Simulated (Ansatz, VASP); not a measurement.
One calculation of Be2CdS2, two programs

```
CELL_PARAMETERS angstrom
1.70890 -6.42959 0.00000
1.70890 6.42959 0.00000
0.00000 0.00000 3.45295
ATOMIC_POSITIONS crystal
Be 0.85314 0.14686 0.00000
Be 0.14686 0.85314 0.00000
Cd 0.50000 0.50000 0.50000
S 0.70599 0.29401 0.50000
S 0.29401 0.70599 0.50000
```

Change from the starting cell: species swapped into the AlCr2B2 type (Cmmm, No. 65).

Alike in both runs: task single point; functional PBE; k mesh 6 × 6 × 6; occupations gaussian, width 0.1 eV; no spin polarisation.

```csv
,VASP,Ansatz
version,VASP 6.6.1,Ansatz 0.2.0
potentials or method,"VASP PAW PBE potentials, release 64 (Be, Cd, S)","scalar-relativistic, plane waves, PAW"
plane-wave cutoff (eV),520,420
valence electrons in the cell,28,36
```

Ansatz gave:

| Quantity | Value |
| --- | --- |
| gap on the k mesh at the Fermi level (eV) | none |
| pressure (GPa) | 10.8 |
| largest component of the traceless stress (GPa) | 20.30 |
| rms of the force components (eV/Å) | 1.603 |

Question: What did VASP give for the same quantities?

Answer: gap on the k mesh at the Fermi level (eV): none; pressure (GPa): 10.8; largest component of the traceless stress (GPa): 20.33; rms of the force components (eV/Å): 1.566.

Atom by atom the forces differ by 0.037 eV/Å (rms over components). A gap of «none» marks a metal or a gap that the smearing closes. The two sets of potentials don't hold the same shells in valence.

Caveats: forces of over 1 eV/Å show positions far from the minimum, so gaps and moduli don't describe the material at rest.
